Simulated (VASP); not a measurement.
# W (Tungsten): structure and properties in VASP, part 2 of 2

Aim: relax W (Tungsten) with PBE, compute its properties on that cell and hold them against experiment. The start is a cell from a database of measured crystal structures.

VASP 6.6.1, plane waves and PAW; the level of theory is named at each step.

So far. Step 12 (Volume scan with PBE, volume scale 1.06): The pressure falls from -11.21 to -15.98 GPa. The parabola predicted -15.82 GPa, +0.17 GPa off. Step 14 (Fit for PBE): The fitted volume lies +0.01 % from the relaxed one. The relaxed cell has a = 3.171 Å (conventional setting).

**15. Elastic constants (PBE) (continued)**

Elastic constants with relaxed ions, Voigt order xx yy zz yz xz xy (GPa):

```
529.6 207.3 207.3   0.0   0.0   0.0
207.3 529.6 207.3   0.0   0.0   0.0
207.3 207.3 529.6   0.0   0.0   0.0
  0.0   0.0   0.0 133.9   0.0   0.0
  0.0   0.0   0.0   0.0 133.9   0.0
  0.0   0.0   0.0   0.0   0.0 133.9
```

The bulk modulus from the tensor differs from that of the volume scan by +0 %; the two differ in cutoff and mesh, and so in the cell's distance from its minimum. B/G is 2.18, which by Pugh's rule of thumb (1.75) points to a ductile solid. The Zener ratio 2C44/(C11 - C12) is 0.83, where 1 means isotropic. With the density of 19.16 g/cm³ the Hill moduli give sound speeds of 5.14 km/s (longitudinal) and 2.74 km/s (transverse), and from their mean a Debye temperature of 363 K.

**16. Core levels (PBE)**

ICORELEVEL = 1 prints the core eigenvalues in the potential of the ground state.

The input, INCAR:

```
SYSTEM = W
PREC = Accurate
ENCUT = 400
EDIFF = 1E-06
NELM = 100
ISMEAR = 1
SIGMA = 0.2
LREAL = .FALSE.
ALGO = Normal
GGA = PE
NBANDS = 9
LORBIT = 11
LWAVE = .FALSE.
LCHARG = .FALSE.
KPAR = 2
ICORELEVEL = 1
```

The input, POSCAR:

```
W
1.0
   -1.5853068471      1.5853068471      1.5853068471
    1.5853068471     -1.5853068471      1.5853068471
    1.5853068471      1.5853068471     -1.5853068471
W
1
Direct
    0.0000000000      0.0000000000      0.0000000000
```

The input, KPOINTS:

```
Automatic mesh
0
Gamma
9 9 9
0 0 0
```

The projector-augmented-wave data sets are W (PBE family, release 64).

Run with:

```bash
> mpirun -np 2 vasp_std
```

It took 2.8 s on 2 MPI ranks of AMD EPYC 7R43, shared host; peak memory 0.18 GiB; 4.4 s of CPU time.

These are scalar-relativistic Kohn-Sham levels of the ground state, with no core hole, so they are not binding energies.

Numbers from this step:

```
irreducible k-points    : 35
free energy (TOTEN)     : -13.03 eV
energy at zero smearing : -13.03 eV
Fermi energy            : 7.818 eV
pressure                : 0.006454 GPa
```

Kohn-Sham core levels. Core levels, by row:

| atom | shell | level below the Fermi level (eV) |
| --- | --- | --- |
| W1 | 1s | 69463 |
| W1 | 2s | 11984 |
| W1 | 2p | 10478 |
| W1 | 3s | 2757 |
| W1 | 3p | 2311 |
| W1 | 3d | 1799 |
| W1 | 4s | 565.1 |
| W1 | 4p | 418.9 |
| W1 | 4d | 233.8 |
| W1 | 4f | 28.64 |
| W1 | 5s | 74.28 |
| W1 | 5p | 38.45 |

**17. Band structure (PBE + SOC)**

This step: PBE, spin-orbit coupling; plane waves and PAW (W) (VASP 6.6.1).

Levels along the symmetry lines show where the bands peak and cross; KPOINTS_OPT computes them in the converged potential. Spin-orbit coupling needs spinors and the noncollinear program, where each band holds one electron.

Edit INCAR of step 16 so:

```diff
@@ -10,3 +10,9 @@
 GGA = PE
-NBANDS = 9
+LNONCOLLINEAR = .TRUE.
+MAGMOM = 0 0 0
+NBANDS = 18
+GGA_COMPAT = .FALSE.
+LASPH = .TRUE.
+LSORBIT = .TRUE.
+LMAXMIX = 4
 LORBIT = 11
@@ -15,2 +21 @@
 KPAR = 2
-ICORELEVEL = 1
```

POSCAR is that of step 16.

The input, KPOINTS:

```
Automatic mesh
0
Gamma
7 7 7
0 0 0
```

The input, KPOINTS_OPT:

```
Line mode
16
Line-mode
Reciprocal
  0.00000000   0.00000000   0.00000000 GAMMA
  0.50000000  -0.50000000   0.50000000 H

  0.50000000  -0.50000000   0.50000000 H
  0.00000000   0.00000000   0.50000000 N

  0.00000000   0.00000000   0.50000000 N
  0.00000000   0.00000000   0.00000000 GAMMA

  0.00000000   0.00000000   0.00000000 GAMMA
  0.25000000   0.25000000   0.25000000 P

  0.25000000   0.25000000   0.25000000 P
  0.50000000  -0.50000000   0.50000000 H

  0.25000000   0.25000000   0.25000000 P
  0.00000000   0.00000000   0.50000000 N
```

Run with:

```bash
> mpirun -np 2 vasp_ncl
```

Elapsed: 16 s, on 2 MPI ranks; peak memory 0.23 GiB.

At this level the cell is under a pressure of 2.0 GPa, so at these settings it is away from equilibrium.

Numbers from this step:

* SCF cycles: 11
* bands: 18
* irreducible k-points: 20
* free energy (TOTEN): -13.18 eV
* energy at zero smearing: -13.18 eV
* Fermi energy: 7.757 eV
* pressure: 2.001 GPa

On-site spin-orbit energy by atom:

| atom | on-site spin-orbit energy (eV) |
| --- | --- |
| W1 | -0.479 |

Electronic bands along the path, in eV, zero at the Fermi level; # counts the bands kept:

| point | #3 | #4 | #5 | #6 | #7 | #8 | #9 | #10 |
| --- | --- | --- | --- | --- | --- | --- | --- | --- |
| Γ | -1.43 | -1.43 | -1.43 | -1.43 | -0.92 | -0.92 | 2.27 | 2.27 |
| 0.47 of the way | -2.42 | -2.42 | -0.98 | -0.98 | -0.50 | -0.50 | 1.10 | 1.10 |
| H | -5.78 | -5.78 | 4.86 | 4.86 | 4.86 | 4.86 | 5.56 | 5.56 |
| 0.47 of the way | -3.94 | -3.94 | -0.46 | -0.46 | 0.41 | 0.41 | 5.50 | 5.50 |
| N | -3.56 | -3.56 | 0.58 | 0.58 | 2.09 | 2.09 | 3.09 | 3.09 |
| 0.47 of the way | -2.67 | -2.67 | -1.90 | -1.90 | 1.62 | 1.62 | 1.87 | 1.87 |
| Γ | -1.43 | -1.43 | -1.43 | -1.43 | -0.92 | -0.92 | 2.27 | 2.27 |
| 0.47 of the way | -2.84 | -2.84 | -2.78 | -2.78 | 2.03 | 2.03 | 2.35 | 2.35 |
| P | -2.85 | -2.85 | -2.85 | -2.85 | 3.25 | 3.25 | 3.25 | 3.25 |
| 0.53 of the way | -3.63 | -3.63 | -2.95 | -2.95 | 2.70 | 2.70 | 3.07 | 3.07 |
| H | -5.78 | -5.78 | 4.86 | 4.86 | 4.86 | 4.86 | 5.56 | 5.56 |
| jump to P | -2.85 | -2.85 | -2.85 | -2.85 | 3.25 | 3.25 | 3.25 | 3.25 |
| 0.53 of the way | -3.61 | -3.61 | -0.99 | -0.99 | 2.54 | 2.54 | 3.19 | 3.19 |
| N | -3.56 | -3.56 | 0.58 | 0.58 | 2.09 | 2.09 | 3.09 | 3.09 |

There is no gap at this level.

**18. Outcome**

| Property | Result |
| --- | --- |
| relaxed volume | 15.94 Å³/atom |
| relaxed conventional cell a, b, c | 3.171, 3.171, 3.171 Å |
| space group after relaxing, within 0.02 Å | Im-3m (No. 229) |
| band gap | none, a metal |
| DOS at the Fermi level | 0.368 states/eV/cell |
| bulk modulus from the fit | 313 GPa |
| volume from the fit | 15.9 Å³/atom |
| bulk modulus (Hill) | 315 GPa |
| shear modulus (Hill) | 144 GPa |
| Debye temperature from the elastic constants | 363 K |
| shallowest level of the frozen cores | W1 4f, 28.6 eV deep |
| band gap (PBE + SOC) | none, a metal |

**Reading.** With PBE, W (Tungsten) relaxes to 15.94 Å³/atom in space group Im-3m (held by the symmetry of the run), comes out as a metal and has a bulk modulus of 313 GPa. Against the listed cell the volume lies +0.6 %. Band structure (PBE): Of the bands kept, 3 cross the Fermi level on this path. Band structure (PBE + SOC): Of the bands kept, 4 cross the Fermi level on this path (spinor bands, one electron each). The k-sampling is coarse for a metal, so the Fermi level, pressures and the shape of the cell carry errors. No search among competing phases was made. All values are for a static lattice at zero temperature.

Comparison with the measured values:

```
              quantity  measured             PBE
lattice constant a (Å)   3.16047  3.171 (+0.3 %)
```

Measured values from arxiv:2311.02034 (2023).

How well it matches: The lattice constant a is off by +0.3 %: good agreement. The grades are ours: good and fair within 0.7 and 1.5 % for the lattice constant a. Zero-point motion and thermal expansion are not in the computed lattice constants. As a rule both would widen the computed cell, so the excess over experiment is if anything larger than shown.

[Lines on the potential files, build, host, timing and source positions are cut from VASP's logs without a mark.]

[Logs are printed without paths, hosts, clocks, repeated set-up lines and the standing remarks that a program may print on its own settings, such as how far it seeks lower states.]

[Hosts, paths, dates, database ids (printed as entryN), source tags and the programs' standing remarks are cut or masked in the printed files.]

[Measured values are set beside computed ones only where the two were judged alike; some that the calculation misses by far are left out.]
